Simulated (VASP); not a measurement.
CoAl (relaxed from the CsCl type structure, space group Pm-3m): computed properties

Method: r2SCAN meta-GGA, VASP's PBE PAW potentials (set 64) (plane waves; VASP 6.6.1).

```yaml
space_group: Pm-3m (221)
cell: a = b = c = 2.820 Å, α = β = γ = 90.00°
volume_per_atom: 11.22 Å^3/atom
band gap (over mesh and band path): none (metal, semimetal or under 0.01 eV)
density: 6.36 g/cm³
```

```cif
data_AlCo
_chemical_formula_sum 'Co1 Al1'
_space_group_name_H-M_alt 'Pm-3m'
_space_group_IT_number 221
_space_group_name_Hall '-P 4 2 3'
_cell_length_a 2.82018
_cell_length_b 2.82018
_cell_length_c 2.82018
_cell_angle_alpha 90.000
_cell_angle_beta 90.000
_cell_angle_gamma 90.000
loop_
_atom_site_label
_atom_site_type_symbol
_atom_site_symmetry_multiplicity
_atom_site_Wyckoff_symbol
_atom_site_fract_x
_atom_site_fract_y
_atom_site_fract_z
_atom_site_occupancy
Co1 Co 1 a 0.00000 0.00000 0.00000 1
Al1 Al 1 b 0.50000 0.50000 0.50000 1
```

The structure was generated: CoAl was put into the CsCl type type (Pm-3m), which need not be its known phase. It was relaxed first, which changed the volume by -32 %. Symmetry was kept, so distortions that lower it aren't found.
